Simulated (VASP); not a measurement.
Output of a VASP run:

OSZICAR:
```
       N       E                     dE             d eps       ncg     rms          rms(c)
DAV:   1     0.417464993100E+02    0.41746E+02   -0.66167E+03  1360   0.968E+02
DAV:   2    -0.298868250404E+02   -0.71633E+02   -0.66385E+02  1928   0.198E+02
DAV:   3    -0.331157415468E+02   -0.32289E+01   -0.32162E+01  1760   0.457E+01
DAV:   4    -0.331399416216E+02   -0.24200E-01   -0.24196E-01  1504   0.463E+00
DAV:   5    -0.331402807452E+02   -0.33912E-03   -0.33911E-03  1712   0.551E-01    0.122E+01
DAV:   6    -0.285218443935E+02    0.46184E+01   -0.16324E+01  1588   0.299E+01    0.461E+00
DAV:   7    -0.285442378765E+02   -0.22393E-01   -0.58056E-01  1532   0.584E+00    0.310E+00
DAV:   8    -0.285538650443E+02   -0.96272E-02   -0.70422E-02  1472   0.273E+00    0.508E-01
DAV:   9    -0.285495778514E+02    0.42872E-02   -0.18284E-02  1712   0.998E-01    0.254E-01
DAV:  10    -0.285504001799E+02   -0.82233E-03   -0.32173E-03  1544   0.430E-01    0.149E-01
DAV:  11    -0.285502964850E+02    0.10369E-03   -0.31869E-04  1596   0.133E-01    0.373E-02
DAV:  12    -0.285503000966E+02   -0.36116E-05   -0.11854E-05  1440   0.341E-02    0.975E-03
DAV:  13    -0.285502994766E+02    0.62006E-06   -0.10573E-05  1636   0.238E-02    0.715E-03
DAV:  14    -0.285502992872E+02    0.18938E-06   -0.51478E-07   752   0.656E-03
   1 F= -.28550299E+02 E0= -.28550299E+02  d E =-.199562E-10
```

**OUTCAR**
```
------------------------ aborting loop because EDIFF is reached ----------------------------------------
  FORCE on cell =-STRESS in cart. coord.  units (eV):
  Direction    XX          YY          ZZ          XY          YZ          ZX
  --------------------------------------------------------------------------------------
  Total        0.6533822      0.6533819      0.5490946     -0.0000001      0.0000000      0.0000000
  in kB       25.0413149     25.0413040     21.0444204     -0.0000046      0.0000000      0.0000000
  external PRESSURE =      23.7090131 kB  Pullay stress =       0.0000000 kB
  volume of cell :       41.80
      direct lattice vectors                 reciprocal lattice vectors
     3.110757000  0.000000000  0.000000000     0.321465161  0.185598097  0.000000000
    -1.555379000  2.693994000  0.000000000     0.000000000  0.371196075  0.000000000
     0.000000000  0.000000000  4.988363000     0.000000000  0.000000000  0.200466566
  FREE ENERGIE OF THE ION-ELECTRON SYSTEM (eV)
  ---------------------------------------------------
  free  energy   TOTEN  =       -28.5502992872 eV

  energy  without entropy=      -28.5502992872  energy(sigma->0) =      -28.55029929
```
(Selected blocks of OUTCAR.)

### POSCAR
```
AlN
1
    3.1107570000     0.0000000000     0.0000000000
   -1.5553790000     2.6939940000     0.0000000000
    0.0000000000     0.0000000000     4.9883630000
Al N
2 2
Direct
  0.6666670000   0.3333330000   0.4992900000
  0.3333330000   0.6666670000   0.9992900000
  0.6666670000   0.3333330000   0.8807100000
  0.3333330000   0.6666670000   0.3807100000
```

Question: Write an INCAR and KPOINTS that could have produced this output.

Answer: This is not unique; one that fits is the input of the run itself, revPBE GGA, plane waves, VASP's PBE PAW potentials (set 64).

### KPOINTS
```
K-points
0
Gamma
10 10 6
0 0 0
```

### INCAR
```
ALGO = Normal
EDIFF = 1E-6
ENCUT = 400
GGA = RE
ISIF = 2
ISMEAR = -1
LASPH = .True.
LCHARG = .False.
LREAL = .False.
LWAVE = .False.
NELM = 100
PREC = Accurate
SIGMA = 0.05
SYSTEM = AlN
```

POTCAR, in this order: Al N (PBE.64 set). Program: vasp_std.

At this cut-off the stress carries a Pulay error, which pulls relaxed volumes low.

The structure comes from a computed database's AlN entry; how it stands against other phases isn't given here. The cell was not relaxed at this level.
